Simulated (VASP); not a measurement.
The input files of a VASP run:

**INCAR**
```
! general
SYSTEM =Se
PREC   =Accurate
ENCUT  =500
LREAL  =.FALSE.
LASPH  =.TRUE.

! electronic loop
EDIFF  =1E-6
NELM   =100
ALGO   =Normal
LMAXMIX=4

! smearing
ISMEAR =0
SIGMA  =0.05

! functional
GGA    =PE

! ions
IBRION =2
NSW    =40
ISIF   =3
EDIFFG =-0.02
PSTRESS=50

! output
LWAVE  =.FALSE.
LCHARG =.FALSE.
```

**KPOINTS**
```
Automatic mesh
0
G
6 6 5
```

POSCAR:
```
Se
1
    2.2384950013    -3.8771870592     0.0000000000
    2.2384950013     3.8771870592     0.0000000000
    0.0000000000     0.0000000000     5.0540670018
Se
3
Direct
  0.0000000000   0.2215888583   0.6666670000
  0.7784111417   0.7784111417   0.0000000000
  0.2215888583   0.0000000000   0.3333330000
```

POTCAR, in this order: Se (PBE.64 set). Program: vasp_std.

Problem. Write an equivalent input for Ansatz.

Solution. One equivalent input (not run):
Ansatz 0.2 input:
```yaml
crystal:
  lattice:
    - [2.2384950, -3.8771871, 0.0000000]
    - [2.2384950, 3.8771871, 0.0000000]
    - [0.0000000, 0.0000000, 5.0540670]
  atoms:
    - { symbol: Se, position: [0.0000000, 0.2215889, 0.6666670] }
    - { symbol: Se, position: [0.7784111, 0.7784111, 0.0000000] }
    - { symbol: Se, position: [0.2215889, 0.0000000, 0.3333330] }
kpoints:
  mp_grid: { grid: [6, 6, 5] }
hamiltonian:
  xc: pbe
  pseudopotentials: { kind: paw }
scf:
  occupations: { method: gaussian, width: 0.05 }
  max_iter: 100
relax:
  max_steps: 40
  f_tol: 0.02
  cell: { p_target: 5 }
output: { forces: true, stress: true, eigenvalues: true }
```
The two are equivalent in intent, not identical: each code has its own PAW files, so the cut-off isn't converted (ENCUT is set for VASP's; basis.ecutwfc is left out, and Ansatz then takes the one that its files recommend); Ansatz stops its SCF on the density residual and VASP on the energy change (EDIFF).

The compound is Se in the trig structure. This run relaxes it under an external pressure of 5 GPa. Symmetry was kept, so distortions that lower it aren't found.
